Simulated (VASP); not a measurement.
# Pressure, band gap and energy of antiferromagnetic MnS (R-3m) against cell volume with PBE+U and D3(BJ)

Squeezing a semiconductor pushes its ions together and strengthens their bonding, and yet the gap of MnS becomes smaller in this series when the cell is compressed. A second oddity is that the stress tensor still reports a pull inward at the volume where the fitted energy is lowest. I want both understood before I use such a curve to judge how an antiferromagnetic semiconductor responds to pressure, or how far its gap may move under even compression. I follow the calculated pressure, energy and gap as the cell is scaled evenly. Volume changes are counted from the minimum of the energy fit, energies from the lowest row, and positive pressure means a compressed cell.

## Method

A cell from a diffraction database, relaxed at this level and then scaled evenly, fractional positions kept. VASP 6.6.1, plane waves with PAW, PBE+U (U = 3 eV on Mn d) + D3(BJ), cutoff 400 eV, k mesh 8×8×8, collinear spin in antiferromagnetic order, no spin-orbit coupling, static lattice. A Birch-Murnaghan fit to the energies has its minimum at 17.18 Å³ per atom.

Notes on method and selection:

- The pressure is that of a finite plane-wave basis, so it need not vanish exactly at the minimum of the energy.
- Only series whose fit has its minimum inside the range and an error under 0.5 meV per atom are shown.
- Where rows or columns differ in functional or spin-orbit coupling, non-spherical gradient terms in the PAW spheres (LASPH) may be on in some and off in others.
- Runs that did not converge, have known faults or may not be shown are not listed, and runs on Ansatz's PAW sets soft_1 and soft_2 are kept to separate tables.

Columns:

- volume change (%): volume relative to the fitted equilibrium volume.
- pressure (GPa): pressure from the stress tensor (positive: compressed).
- energy (meV/atom): energy per atom above the lowest point of the series.
- gap (eV): smallest gap on the k mesh.

## Results

| member | volume change (%) | pressure (GPa) | energy (meV/atom) | gap (eV) |
| --- | --- | --- | --- | --- |
| 16.04 Å³ | −6.61 | 5.88 | 21.7 | 1.693 |
| 16.39 Å³ | −4.62 | 3.70 | 10.2 | 1.771 |
| 16.73 Å³ | −2.64 | ? | ? | ? |
| 17.07 Å³ | −0.65 | −0.06 | 0.0 | 1.912 |
| 17.41 Å³ | 1.34 | −1.68 | 0.6 | 1.975 |
| 17.75 Å³ | 3.33 | −3.14 | 4.5 | 2.033 |
| 18.09 Å³ | 5.31 | −4.48 | 11.4 | 2.084 |

Cells marked ? are withheld until the estimate has been made.

Least-squares fits to the members shown, with x = volume change (%); R² and errors in the fitted variable (y, or ln y where the fit is in ln y):

| y | members | fit | R² | rms residual | leave-one-out rms | the same for the mean of the others |
| --- | --- | --- | --- | --- | --- | --- |
| pressure (GPa) | 6 | y = −0.6044 − 0.8388 x + 0.02114 x² | 1.00 | 0.017 | 0.050 | 4.4 |
| energy (meV/atom) | 6 | y = −0.1947 − 0.2155 x + 0.4614 x² | 1.00 | 0.30 | 0.85 | 9.0 |

## Mechanism

Pressure falls at each step of expansion among the rows shown, and it falls more slowly as the cell grows. Between the two smallest cells the slope is (3.70 − 5.88) / (−4.62 + 6.61) = −1.10 GPa per percent of volume; between the two largest it is (−4.48 + 3.14) / 1.98 = −0.68 GPa per percent. The cause is the short range of the repulsion between overlapping electron shells, which stiffens the crystal quickly as Mn and S approach, while the attraction that resists stretching varies more gently. The energy has the same asymmetry: 21.7 meV per atom at −6.61 % against 11.4 at +5.31 %. Divided by the square of the volume change in percent, these are 21.7 / (6.61 × 6.61) = 0.50 and 11.4 / (5.31 × 5.31) = 0.40.

The quadratic fit puts the pressure at −0.60 GPa where the volume change is zero. This is the Pulay stress of a finite basis. The stress tensor describes a deformation with a fixed set of plane waves, whose effective cutoff drops as the cell expands, and this adds a spurious inward pull. The energies confirm the size. From 17.41 to 17.75 Å³ they give −(4.5 − 0.6) / (17.75 − 17.41) × 0.1602 = −1.84 GPa, where 0.1602 converts meV/Å³ to GPa, while the two stress pressures average (−1.68 − 3.14) / 2 = −2.41 GPa. The difference is −2.41 + 1.84 = −0.57 GPa.

The gap widens from 1.693 to 2.084 eV across the series. Its slope drops from (1.771 − 1.693) / (−4.62 + 6.61) = 0.039 eV per percent at the compressed end to (2.084 − 2.033) / (5.31 − 3.33) = 0.026 at the expanded end. A likely cause is that shorter Mn–S distances increase the overlap of S 3p with Mn 3d and broaden the bands on both sides of the gap, which brings their edges together. A conduction edge of mainly Mn 4s character would usually rise on compression, so I suspect a sizeable share of empty Mn 3d there, though the columns do not give orbital weights.

## An estimate before looking

Plain estimates from the members shown:

- 16.73 Å³, fit at x = −2.64: 1.76 GPa
- 16.73 Å³, straight-line interpolation between 16.39 Å³ and 17.07 Å³: w = (−2.64 − (−4.62)) / (−0.65 − (−4.62)) = 0.499, so 3.70 + 0.499 × (−0.06 − 3.70) = 1.82 GPa

The straight line between the neighbours, 1.82 GPa, must be too high because the pressure curve bends upward. The quadratic fit, 1.76 GPa, includes that bend but not its growth on compression, and it lies slightly above the calculated pressure at both neighbouring volumes. I therefore prefer a cubic through the two nearest members on each side.

The volumes are almost evenly spaced, so the cubic at the middle point reduces to

$$P = \frac{4(P_{-1}+P_{+1})-(P_{-2}+P_{+2})}{6},$$

where the subscripts count steps in volume. This gives [4 × (3.70 − 0.06) − (5.88 − 1.68)] / 6 = 1.727 GPa.

I tried the same kind of cubic on 17.07 Å³, using the two shown members on each side. It gives −0.2 × 5.88 + 0.5 × 3.70 + 1.0 × (−1.68) − 0.3 × (−3.14) = −0.064 GPa, against −0.06 in the table.

I add no shift for chemistry or magnetism. The gap rises smoothly across the missing volume, with no sign of a change of electronic state, and the basis-set offset is already contained in the four pressures used. The trial misses by less than 0.01 GPa; I take 0.01 GPa as the standard deviation, to leave room for rounding and small irregularities in the stress.

**Committed estimate, 16.73 Å³: pressure = 1.73 ± 0.01 GPa.**

## Check

| member | volume change (%) | pressure (GPa) | energy (meV/atom) | gap (eV) |
| --- | --- | --- | --- | --- |
| 16.73 Å³ | −2.64 | 1.72 | 3.1 | 1.844 |

| member | estimate | pressure (GPa) | computed | estimate − computed | miss in error bars |
| --- | --- | --- | --- | --- | --- |
| 16.73 Å³ | committed | 1.73 | 1.72 | +0.01 | 1.0 |
| 16.73 Å³ | fit | 1.76 | 1.72 | +0.04 |  |
| 16.73 Å³ | interpolation | 1.82 | 1.72 | +0.10 |  |

The computed pressure at 16.73 Å³ is 1.72 GPa against my 1.73 ± 0.01 GPa, so the miss equals one error bar. The quadratic fit was 0.04 GPa too high and the straight line 0.10 GPa too high. The argument that held is that the upward bend of the pressure curve itself grows on compression. The slope is −1.00 GPa per percent from 16.39 to 16.73 Å³ and −0.89 from there to 17.07 Å³. At the expanded end the last two slopes, (−3.14 + 1.68) / (3.33 − 1.34) = −0.73 and −0.68, differ by only about half as much.

This success shows that the curve is smooth, which any gradual stiffening would give, so it is no separate test of the short-range repulsion I hold responsible. The new energy does test the basis-set offset. Between 16.39 and 16.73 Å³ the energies give (10.2 − 3.1) / (16.73 − 16.39) × 0.1602 = 3.35 GPa, while the two stress pressures average (3.70 + 1.72) / 2 = 2.71 GPa. The difference, 2.71 − 3.35 = −0.64 GPa, is close to the −0.57 GPa found on the expanded side.

## Departures from the trend

Least-squares fits to the whole series, with x = volume change (%); R² and errors in the fitted variable (y, or ln y where the fit is in ln y):

| y | members | fit | R² | rms residual | leave-one-out rms | the same for the mean of the others |
| --- | --- | --- | --- | --- | --- | --- |
| pressure (GPa) | 7 | y = −0.6145 − 0.8377 x + 0.02148 x² | 1.00 | 0.020 | 0.052 | 4.0 |
| energy (meV/atom) | 7 | y = −0.3271 − 0.2009 x + 0.4658 x² | 1.00 | 0.32 | 0.85 | 8.3 |

Largest departures from the fit to the whole series:

| member | pressure (GPa) | fit | computed − fit | in rms residuals |
| --- | --- | --- | --- | --- |
| 16.73 Å³ | 1.72 | 1.75 | −0.03 | 1.3 |
| 17.75 Å³ | −3.14 | −3.17 | +0.03 | 1.3 |
| 18.09 Å³ | −4.48 | −4.46 | −0.02 | 1.1 |
| 16.04 Å³ | 5.88 | 5.86 | +0.02 | 0.9 |

No volume stands out, since the largest departures from the quadratic are 0.03 GPa in a series that spans more than 10 GPa. Their signs do form a pattern: positive at 16.04 Å³, negative at 16.73 Å³, positive at 17.75 Å³ and negative at 18.09 Å³. That is what a quadratic leaves behind when the curve has a small cubic term, the same term that made my estimate better than the fit.

## Closing remarks

From −6.61 to +5.31 % in volume, pressure falls and the gap widens at every step. A missing volume inside this range can be estimated to about 0.01 GPa with a local cubic where two members lie on each side.

The fitted slope at zero volume change gives a bulk modulus of 100 × 0.8377 = 84 GPa. For the gap, which is indirect at every volume, the rows at 16.73 and 17.41 Å³ give (1.844 − 1.975) / (1.72 + 1.68) = −0.039 eV per GPa. The basis-set offset largely cancels in such differences, but a single tabulated pressure should be raised by about 0.6 GPa before it is used.

The main omission for the gap is electronic exchange and correlation beyond PBE+U. At this modest U the gap is probably too small, and the error may well exceed the change across the series, 2.084 − 1.693 = 0.391 eV. I would therefore use its shift with pressure and not its absolute value.
